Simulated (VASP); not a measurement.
```yaml
crystal:
  lattice:
    - [4.22825, 0.00000, 0.00000]
    - [0.00000, 4.22825, 0.00000]
    - [0.00000, 0.00000, 4.22825]
  atoms:
    - { symbol: K, position: [0.00000, 0.00000, 0.00000] }
    - { symbol: I, position: [0.50000, 0.50000, 0.50000] }
```

Level of theory: PBEsol GGA, VASP's PBE PAW potentials (set 64) (plane waves; VASP). Settings: 400 eV cut-off, Gaussian smearing of 0.050 eV, potentials K_sv I.

Unless said otherwise, spin-orbit coupling is left out, though it shifts the bands of the heavy elements here.

### Question
Give the energies of bands 6 to 11 at the high-symmetry points, in eV from the valence-band maximum.

### Answer

| band | Γ | X | M | R |
|---|---|---|---|---|
| 6 | -0.39 | -2.50 | -1.86 | -1.82 |
| 7 | -0.39 | -0.32 | -1.86 | -1.82 |
| 8 | -0.39 | -0.32 | 0.00 | -1.82 |
| 9 | 3.29 | 5.45 | 3.76 | 5.54 |
| 10 | 4.57 | 6.05 | 5.61 | 5.54 |
| 11 | 4.57 | 6.92 | 6.73 | 5.54 |

The gap is indirect, 3.29 eV, from the valence maximum at M to the conduction minimum at Γ.

The structure was generated: KI was put into the CsCl type type (Pm-3m), which need not be its known phase. It was relaxed first, which changed the volume by -14 %.
